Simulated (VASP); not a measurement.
KBr:

```
K Br
1.0
     0.00000    3.35232    3.35232
     3.35232    0.00000    3.35232
     3.35232    3.35232    0.00000
K Br
1 1
Direct
  0.00000 0.00000 0.00000
  0.50000 0.50000 0.50000
```

The cell was built by a generator and needn't be a form met in nature.

| Quantity | Value |
| --- | --- |
| Program | VASP 6.6.1 |
| Task | relaxation of cell and atoms |
| Functional | r2SCAN |
| Potentials or basis | VASP PAW PBE potentials, release 64 (K_sv, Br) |
| Cutoff | 600 eV |
| k mesh | 6 × 6 × 6 |
| Occupations | fermi-dirac, width 0.02 eV |
| Spin | no spin polarisation |

At the start: pressure -0.6 GPa; volume 37.67 Å³/atom.

Where does the relaxation end?

Over 4 steps the energy falls by 3.1 meV/atom and the volume is 36.10 Å³/atom (-4.2 %); space group Fm-3m (No. 225, to 0.05 Å).

The path:
```
step  energy change (eV)  largest force (eV/Å)  pressure (GPa)  volume (Å³)
   1              0.0000                0.0000           -0.61        75.35
   2             -0.0046                0.0000           -0.33        73.79
   3             -0.0063                0.0000           -0.03        72.31
   4             -0.0063                0.0000            0.01        72.20
```

Final structure:
```
K Br
1.0
     0.00000    3.30491    3.30491
     3.30491    0.00000    3.30491
     3.30491    3.30491    0.00000
K Br
1 1
Direct
  0.00000 0.00000 0.00000
  0.50000 0.50000 0.50000
```

Caveat: the PAW data sets were made with another functional, which shifts forces and pressure a little.
